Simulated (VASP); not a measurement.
All values below come from PBE GGA, VASP's PBE PAW potentials (set 64) (plane waves; VASP).

The input files of a VASP run:

KPOINTS:
```
Automatic mesh
0
Gamma
6 6 1
0 0 0
```

File POSCAR:
```
Rh16H
1
    5.4076469850     0.0000000000     0.0000000000
    2.7038234925     4.6831597521     0.0000000000
    0.0000000000     0.0000000000    20.7106107808
Rh H
16 1
Direct
  0.0000000000   0.0000000000   0.3401060000
  0.5000000000   0.0000000000   0.3401060000
  0.0000000000   0.5000000000   0.3401060000
  0.5000000000   0.5000000000   0.3401060000
  0.1666670000   0.1666670000   0.4467020000
  0.6666670000   0.1666670000   0.4467020000
  0.1666670000   0.6666670000   0.4467020000
  0.6666670000   0.6666670000   0.4467020000
 -0.1666670000   0.3333330000   0.5532980000
  0.3333330000   0.3333330000   0.5532980000
 -0.1666670000   0.8333330000   0.5532980000
  0.3333330000   0.8333330000   0.5532980000
  0.0000000000   0.0000000000   0.6598940000
  0.5000000000   0.0000000000   0.6598940000
  0.0000000000   0.5000000000   0.6598940000
  0.5000000000   0.5000000000   0.6598940000
  0.1666670000   0.1666670000   0.7103270000
```

INCAR:
```
SYSTEM = Rh16H
PREC = Normal
ENCUT = 400
EDIFF = 1E-5
NELM = 100
ALGO = Normal
LREAL = .FALSE.
LASPH = .TRUE.
ISMEAR = 1
SIGMA = 0.1
GGA = PE
LMAXMIX = 4
LWAVE = .TRUE.
LCHARG = .FALSE.
NELMIN = 4
LDIPOL = .TRUE.
IDIPOL = 3
DIPOL = 0.5 0.5 0.5
IBRION = 2
ISIF = 2
NSW = 50
EDIFFG = -0.03
```

POTCAR, in this order: Rh H (PBE.64 set). Program: vasp_std.

Problem. What will the output report for the number of irreducible k-points (NKPTS), largest plane-wave count, number of space-group operations, FFT grid (NGX, NGY, NGZ)?

Solution. 
The number of irreducible k-points (NKPTS) is 7. The largest plane-wave count is 9565, the number of space-group operations comes out as 6 and the FFT grid (NGX, NGY, NGZ) is 28 × 28 × 108.

The cell is a thin slab with vacuum, built from Rh (fcc): (111) face, H adsorbed.
